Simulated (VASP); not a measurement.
Sr3MgO4:

```
CELL_PARAMETERS angstrom
3.50697 0.00000 0.00000
0.00000 5.07576 0.00000
0.00000 0.00000 7.11769
ATOMIC_POSITIONS crystal
Sr 0.50000 0.50000 0.76114
Sr 0.00000 0.00000 0.50000
Sr 0.50000 0.50000 0.23886
Mg 0.00000 0.00000 0.00000
O 0.50000 0.00000 0.21803
O 0.00000 0.50000 0.00000
O 0.50000 0.00000 0.78197
O 0.00000 0.50000 0.50000
```

The cell comes from a database or a generator and needn't be the stable form of this composition.

| Property | Result |
| --- | --- |
| Program | VASP 6.6.1 |
| Task | single point |
| Functional | PBE |
| Potentials or basis | VASP PAW PBE potentials, release 64 (Sr_sv, Mg, O) |
| Cutoff | 520 eV |
| k mesh | 8 × 5 × 4 |
| Occupations | fermi-dirac, width 0.05 eV |
| Spin | no spin polarisation |

On this cell: pressure -0.1 GPa; largest force 0.031 eV/Å; band gap on the k mesh 2.93 eV, direct.

The same run follows on a disturbed copy (atoms moved at random, drawn with an rms of 0.05 Å):

```xyz
8
Lattice="3.5070 0.0000 0.0000 0.0000 5.0758 0.0000 0.0000 0.0000 7.1177" Properties=species:S:1:pos:R:3 pbc="T T T"
Sr    1.7110    2.5209    5.4626
Sr   -0.0157   -0.0159    3.5302
Sr    1.7428    2.5366    1.7204
Mg   -0.0013    0.0043    0.0771
O     1.7356   -0.0226    1.5413
O    -0.0645    2.5098   -0.0266
O     1.7968    0.0128    5.5674
O     0.0515    2.5472    3.5263
```

Task: What does the disturbed cell give?

Result: The energy moves by +9.7 meV/atom; pressure 0.2 GPa; largest force 0.751 eV/Å; band gap on the k mesh 2.92 eV, direct.

Forces on the atoms (eV/Å):
```
Sr   0.047  0.107 -0.430
Sr   0.004  0.079  0.539
Sr  -0.010 -0.084 -0.144
Mg  -0.134  0.074 -0.565
O   -0.009  0.099  0.040
O    0.453 -0.040  0.597
O   -0.057 -0.163 -0.070
O   -0.294 -0.071  0.033
```

Stress tensor (GPa, compression positive):
```
 0.27  0.00 -0.43
 0.00 -0.07  0.10
-0.43  0.10  0.37
```

Caveats: an odd mesh through Γ misses points on the zone boundary, where band edges often lie.
